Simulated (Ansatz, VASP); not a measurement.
# Cross-check of LiZnF3 between VASP and Ansatz, part 3 of 3

Wanted: the spread between two codes on one cell, functional and k mesh. The cell is generated by rule, not measured, and may not be a known phase. The cell is taken from a series of runs on this material, whose earlier steps may have relaxed, scaled, displaced or heated it; both programs get it as it stands.

VASP 6.6.1 and Ansatz 0.2.0.

So far: The starting structure; VASP: zone-centre phonons, PBEsol.

The structure was built from a prototype and need not be the compound's stable phase.

### 3. Ansatz: zone-centre phonons, PBEsol

Level of this step: Ansatz beside VASP: Kohn-Sham DFT, plane waves, PBEsol (Ansatz).

Ansatz runs on its PAW soft_1 files.

The same cell, functional and mesh now go to Ansatz, which takes its cutoff from its data sets.

File input.yaml:

```yaml
crystal:
  lattice:
    - [2.5913554486, 1.4961197658, 4.6156195409]
    - [-2.5913554486, 1.4961197658, 4.6156195409]
    - [0.0, -2.9922395316, 4.6156195409]
  atoms:
    - { symbol: Li, position: [0.75, 0.75, 0.75] }
    - { symbol: Li, position: [0.25, 0.25, 0.25] }
    - { symbol: Zn, position: [0.5, 0.5, 0.5] }
    - { symbol: Zn, position: [0.0, 0.0, 0.0] }
    - { symbol: F, position: [0.25, 0.8942970337, 0.6057029663] }
    - { symbol: F, position: [0.75, 0.1057029663, 0.3942970337] }
    - { symbol: F, position: [0.6057029663, 0.25, 0.8942970337] }
    - { symbol: F, position: [0.3942970337, 0.75, 0.1057029663] }
    - { symbol: F, position: [0.8942970337, 0.6057029663, 0.25] }
    - { symbol: F, position: [0.1057029663, 0.3942970337, 0.75] }
kpoints:
  mp_grid: { grid: [6, 6, 6] }
hamiltonian:
  xc: pbesol
  pseudopotentials: { kind: paw, azcp: { folder: soft_1 }, xc_functional: pbe }
scf:
  occupations: { method: fixed }
output:
  eigenvalues: true
phonons:
  method: dfpt
  dielectric: true
  rigid_motions: translations
```

The run is started by

```bash
ansatz run input.yaml --threads 4 --pin off --max-ram 16384MiB --backend cpu --events-out ev --progress --plain --runs-dir out
```

Numbers of over 12 decimals in the logs are rounded to 6 here.

The log of the run:

```text
Engine: ansatz 0.2.0, x86_64-unknown-linux-gnu
Pseudopotentials: kind: paw
Pseudopotential: Li, paw, valence charge 3, recommended cutoff 420 eV (normal), soft_1/Li.paw.azcp
Pseudopotential: Zn, paw, valence charge 12, recommended cutoff 420 eV (normal), soft_1/Zn.paw.azcp
Pseudopotential: F, paw, valence charge 7, recommended cutoff 420 eV (normal), soft_1/F.paw.azcp
Functional definition: PBEsol
  exchange = pbesol_x
  correlation = pbesol_c
Crystal: 10 atoms, lattice volume = 107.368 Å³
Basis set: ecut = 420 eV, 2109 PW (Γ), exchange–correlation on 80×80×80 points (8 copies of the dense FFT grid, shifted against one another)
Bands: 46, of which v1, the nominal top of the filled ones, is band 36 counted from 1 (35 counted from 0)
Symmetry: 12 space group operations
k-points: 112 of 216 (irreducible under 1 space group operation, time reversal used)
Non-local potential: Li, projectors of the file, l = 0: 3, l = 1: 2, l = 2: 1
Non-local potential: Zn, projectors of the file, l = 0: 2, l = 1: 2, l = 2: 3, l = 3: 1
Non-local potential: F, projectors of the file, l = 0: 2, l = 1: 2, l = 2: 1
PAW form: soft (Blöchl's): semilocal exchange-correlation on the pseudo side does not see the compensation charge
PAW frozen core: Zn, regenerated for the run's functional, and the local potential with it (the file was generated under x = pbe(κ = 0.804, μ = 0.219515), c = pbe(β = 0.066725))
PAW frozen core: F, regenerated for the run's functional, and the local potential with it (the file was generated under x = pbe(κ = 0.804, μ = 0.219515), c = pbe(β = 0.066725))
PAW one-centre angular grid: Li, 110 points (default); XC on 64 Gauss nodes
PAW one-centre angular grid: Zn, 590 points (default); XC on 64 Gauss nodes
PAW one-centre angular grid: F, 110 points (default); XC on 64 Gauss nodes
Initial density: superposition of atomic densities (chi_scale 0.1, normalization cell, long waves kept (reshape's long-wave potential 0.05 eV rms))
Initial wavefunctions: pseudopotential atomic-orbital guess
Functional: x = pbesol(κ = 0.804, μ = 0.123457), c = pbesol(β = 0.046)
SCF iter   1: F=—  HF=-11788.359569 eV  |F-HF|=—  |Δ(HF+E_count)|=         —  Δρ=1.95e-1  dr2=2.44e1  ethr=3.10e-3  ⟨swp⟩=4.6  Hψ=21124  notcnv=0  defer=875
preconditioner: auto → Resta (q_TF=auto, 2.553 Å⁻¹)  ε∞=3.7  [insulator: Δε(μ)=3.642 eV  Ē_g=18.100 eV  n_scr=26 (ndim 8)  ℏωp=29.6 eV  f_vac=0.000  ε∞_Penn≈3.7]
SCF iter   2: F=—  HF=-11779.907516 eV  |F-HF|=—  |Δ(HF+E_count)|=    8.45e0  Δρ=4.33e-2  dr2=1.49e0  ethr=3.10e-3  ⟨swp⟩=3.5  Hψ=13743  notcnv=0  defer=894
SCF iter   3: F=—  HF=-11779.071229 eV  |F-HF|=—  |Δ(HF+E_count)|=   8.36e-1  Δρ=2.38e-2  dr2=5.79e-1  ethr=2.07e-3  ⟨swp⟩=2.0  Hψ=9418  notcnv=0  defer=878
SCF iter   4: F=—  HF=-11778.995224 eV  |F-HF|=—  |Δ(HF+E_count)|=   7.60e-2  Δρ=1.14e-2  dr2=5.33e-2  ethr=8.04e-4  ⟨swp⟩=3.0  Hψ=8293  notcnv=0  defer=893
SCF iter   5: F=—  HF=-11779.060073 eV  |F-HF|=—  |Δ(HF+E_count)|=   6.48e-2  Δρ=8.05e-3  dr2=3.90e-2  ethr=7.40e-5  ⟨swp⟩=3.0  Hψ=9632  notcnv=0  defer=896
SCF iter   6: F=—  HF=-11779.044770 eV  |F-HF|=—  |Δ(HF+E_count)|=   1.53e-2  Δρ=3.05e-3  dr2=4.65e-3  ethr=5.42e-5  ⟨swp⟩=2.1  Hψ=8066  notcnv=0  defer=896
SCF iter   7: F=—  HF=-11779.044293 eV  |F-HF|=—  |Δ(HF+E_count)|=   4.77e-4  Δρ=7.07e-4  dr2=2.83e-4  ethr=6.46e-6  ⟨swp⟩=2.0  Hψ=8040  notcnv=0  defer=896
SCF iter   8: F=—  HF=-11779.044306 eV  |F-HF|=—  |Δ(HF+E_count)|=   1.26e-5  Δρ=8.43e-5  dr2=4.38e-6  ethr=3.93e-7  ⟨swp⟩=2.0  Hψ=7948  notcnv=0  defer=896
SCF iter   9: F=—  HF=-11779.044309 eV  |F-HF|=—  |Δ(HF+E_count)|=   3.31e-6  Δρ=1.76e-5  dr2=1.80e-7  ethr=6.08e-9  ⟨swp⟩=2.0  Hψ=8305  notcnv=0  defer=446
SCF iter  10: F=—  HF=-11779.044309 eV  |F-HF|=—  |Δ(HF+E_count)|=   4.97e-8  Δρ=1.70e-6  dr2=2.48e-9  ethr=2.51e-10  ⟨swp⟩=2.0  Hψ=7519  notcnv=0  defer=447
SCF iter  11: F=-11779.044309 eV  HF=-11779.044309 eV  |F-HF|=1.20e-10  |Δ(HF+E_count)|=   1.51e-9  Δρ=2.71e-7  dr2=7.85e-11  ethr=1.00e-12  ⟨swp⟩=11.8  Hψ=35765  notcnv=0
SCF 1 converged in 11 iterations: F = -11779.044309 eV  dr2 = 7.85e-11
  greatest PAW one-centre occupation: 1.000 electrons in one spin orbital (limit 2), on the Li atom at site 1 (counted from 0), in its partial waves of l = 0
NSCF: frozen V_eff on 6 k-points
DFPT response loops at Γ: preconditioner auto → none (the input reference at scf.mixing.eps_inf says where Resta's filter doesn't serve); β = 0.50; Broyden in place of MSR1
SCF converged after 11 iterations
Free energy (F): -11779.044309 eV
Harris-Foulkes:  -11779.044309 eV  (|F-HF|=1.20e-10)
Internal energy: -11779.044309 eV  (E = F + TS)
E sigma→0 (E₀):  -11779.044309 eV
Fermi energy:    2.750222 eV
--- Per-component energies (eV) ---
  E_band       = -375.204592
  E_kinetic    = 1509.425280
  E_local      = -7851.502750  (includes V_loc(G=0)·N_el)
  E_nonlocal   = 2148.301500
  E_hartree    = 2926.571548
  E_xc         = -626.055513
  E_vxc        = -710.214959  (∫ρ·V_xc dr)
  E_paw        = -4964.369015  (= ΣΔE_a)
  E_vpaw       = -1324.360701  (= ΣTr[D̂ρ^β])
  E_aug_tail   = 0.004224  (compensation charges beyond the density's cutoff)
  E_ewald      = -4923.268949
  E_core_change = 1.849368  (= ΣΔE_core)
  E_smearing   = -0.000000  (= −TS)
  E_closure    = -0.000000  (closes the sum)
  Σ components = -11779.044309   (vs F -11779.044309, Δ=0.00e0)
--- Band table (eV; the first three rows and the last of 112) ---
  k-point 0: bands = [... 32 lower, 1.4689, 1.4689, 2.7502, 2.7502, 6.9092, 12.5908, 12.9559, 14.1742, ... 6 higher]
  k-point 1: bands = [... 32 lower, 1.4944, 1.5961, 2.6449, 2.6474, 7.2959, 11.9807, 13.0811, 13.6204, ... 6 higher]
  k-point 2: bands = [... 32 lower, 1.6241, 1.7811, 2.3419, 2.3893, 8.2625, 10.7876, 13.0684, 13.1395, ... 6 higher]
  k-point 111: bands = [... 32 lower, 1.9480, 1.9480, 1.9480, 1.9480, 9.3904, 9.3904, 13.4058, 13.4058, ... 6 higher]
--- Phonons (Γ-DFPT): 6 representative perturbations + reference, on 112 of 216 k-points (Σ response iterations 23) ---
  k mesh reduced under 1 symmetry operation, with k and −k counted as one. Each operation leaves every solved perturbation unchanged. A smaller set is not considered because the run solves the response to a homogeneous field
  ASR residual: 1.903e-4 → 0.000e0 eV/Å²; symmetrization residual: 1.919e-4 eV/Å²
  ASR residual per site (eV/Å²): 1.90e-4 1.90e-4 1.26e-4 1.26e-4 3.84e-5 3.84e-5 3.84e-5 3.84e-5 3.84e-5 3.84e-5
  Γ frequencies (cm⁻¹): -153.52 -112.05 0.00 0.00 0.00 100.02 100.02 124.82 124.82 179.77 179.77 182.10 215.35 262.88 262.88 266.54 266.54 276.96 284.02 284.02 306.47 332.17 376.16 402.26 402.26 477.64 496.20 496.20 504.84 504.84
  ε∞ (high-frequency dielectric tensor):
        2.369525     0.000000     0.000000
        0.000000     2.369525     0.000000
        0.000000     0.000000     2.391960
  softest optical mode at Γ: -153.52 cm⁻¹; the repairs (sum rule, projections) moved no ω² at Γ by more than (15.27 cm⁻¹)²
  Born effective charges Z* (e; rows j = field, columns β = displacement):
    site 0:
         1.10831   -0.00000   -0.00000
         0.00000    1.10831    0.00000
         0.00000    0.00000    1.01741
    site 1:
         1.10831   -0.00000   -0.00000
         0.00000    1.10831    0.00000
         0.00000    0.00000    1.01741
    site 2:
         2.24973   -0.14461   -0.00000
         0.14461    2.24973    0.00000
         0.00000    0.00000    2.27319
    site 3:
         2.24973    0.14461   -0.00000
        -0.14461    2.24973    0.00000
         0.00000    0.00000    2.27319
    site 4:
        -1.18430   -0.11250    0.30151
        -0.11250   -1.05440    0.17408
         0.31585    0.18236   -1.09687
    site 5:
        -1.18430   -0.11250    0.30151
        -0.11250   -1.05440    0.17408
         0.31585    0.18236   -1.09687
    site 6:
        -1.18430    0.11250   -0.30151
         0.11250   -1.05440    0.17408
        -0.31585    0.18236   -1.09687
    site 7:
[...]
site 8:
[...]
site 9:
[...]
Z* charge neutrality: 1.697e-4 e pre-enforcement
  k-mesh period / interband length: 31.1 Å / 0.98 Å = 31.77 at k = (0.0000, 0.0000, 0.0000), direct gap 4.159 eV — 14 or more, which is no proof of convergence
  optical modes at Γ without the LO–TO term, one row a degenerate level:
      ω (cm⁻¹)  modes    IR ((D/Å)²/amu)
[...]
optical modes at Γ + LO–TO along q̂ = [1.0000, 0.0000, 0.0000]:
      ω (cm⁻¹)  modes    IR ((D/Å)²/amu)
[...]
optical modes at Γ + LO–TO along q̂ = [0.0000, 1.0000, 0.0000]:
      ω (cm⁻¹)  modes    IR ((D/Å)²/amu)
[...]
optical modes at Γ + LO–TO along q̂ = [0.0000, 0.0000, 1.0000]:
      ω (cm⁻¹)  modes    IR ((D/Å)²/amu)
[...]
284.02      2             0.0000
        306.47      1             0.0000
        332.17      1             0.0000
        402.26      2            14.2780
        477.64      1             0.0000
        495.83      1            16.5612
        496.20      2            18.1225
        504.84      2             0.0000
```

### 4. Differences

Known differences besides the potentials themselves: fixed occupations in Ansatz, narrow Gaussian smearing in VASP; the cutoff is 420 eV in Ansatz and 750 eV in VASP; Ansatz makes its cores anew for this functional, VASP keeps those of its PBE data sets. Total energies have different zeros and are not compared.

The two programs side by side:

```csv
quantity,Ansatz,VASP,difference
ε∞ xx,2.37,2.35,+0.78 %
ε∞ yy,2.37,2.35,+0.78 %
ε∞ zz,2.39,2.37,+0.82 %
Born charge of Li1 (mean of the diagonal) (e),1.08,1.07,+0.01
Born charge of Zn3 (mean of the diagonal) (e),2.26,2.24,+0.01
Born charge of F5 (mean of the diagonal) (e),-1.11,-1.11,-0.01
"optical mode 1 (imaginary, printed as negative) (cm⁻¹)",-153.5,-155.6,+2.0
"optical mode 2 (imaginary, printed as negative) (cm⁻¹)",-112.0,-112.1,+0.1
optical mode 3 to 4 (cm⁻¹),100.0,96.5,+3.66 %
optical mode 5 to 6 (cm⁻¹),124.8,123.2,+1.28 %
optical mode 7 to 8 (cm⁻¹),179.8,180.9,-0.65 %
optical mode 9 (cm⁻¹),182.1,181.6,+0.26 %
optical mode 10 (cm⁻¹),215.3,217.4,-0.95 %
optical mode 11 to 12 (cm⁻¹),262.9,271.0,-3.00 %
optical mode 13 to 14 (cm⁻¹),266.5,272.6,-2.22 %
optical mode 15 (cm⁻¹),277.0,275.5,+0.53 %
optical mode 16 to 17 (cm⁻¹),284.0,286.0,-0.70 %
optical mode 18 (cm⁻¹),306.5,311.3,-1.55 %
optical mode 19 (cm⁻¹),332.2,338.1,-1.76 %
optical mode 20 (cm⁻¹),376.2,387.6,-2.96 %
optical mode 21 to 22 (cm⁻¹),402.3,413.0,-2.59 %
optical mode 23 (cm⁻¹),477.6,483.4,-1.19 %
optical mode 24 to 25 (cm⁻¹),496.2,513.8,-3.43 %
optical mode 26 to 27 (cm⁻¹),504.8,522.5,-3.37 %
```

Modes are paired by rising frequency, not by their patterns, so a pair may set unlike modes beside each other; they are those without the splitting of longitudinal modes.

### 5. Summary of results

| Property | Result |
| --- | --- |
| r.m.s. difference of the optical zone-centre modes, each program's sorted by frequency (zone-centre phonons, PBEsol) | 8.5 cm⁻¹ |
| difference in optical mode 3 to 4 (zone-centre phonons, PBEsol) | +3.7 % |

What this shows: The r.m.s. difference of the optical zone-centre modes, each program's sorted by frequency is 8.5 cm⁻¹ (zone-centre phonons, PBEsol). Among the rows given in per cent, the largest difference of the zone-centre phonons, PBEsol pair is in optical mode 3 to 4, +3.7 %. Such differences can come from data sets, numerical settings and the points named under the comparisons, not from the functional's error against experiment.

[Lines on the potential files, build, host, timing and source positions are cut from VASP's logs without a mark.]

[Logs are printed without paths, hosts, clocks, repeated set-up lines and the standing remarks that a program may print on its own settings, such as how far it seeks lower states.]

[Hosts, paths, dates, database ids (printed as entryN), source tags and the programs' standing remarks are cut or masked in the printed files.]
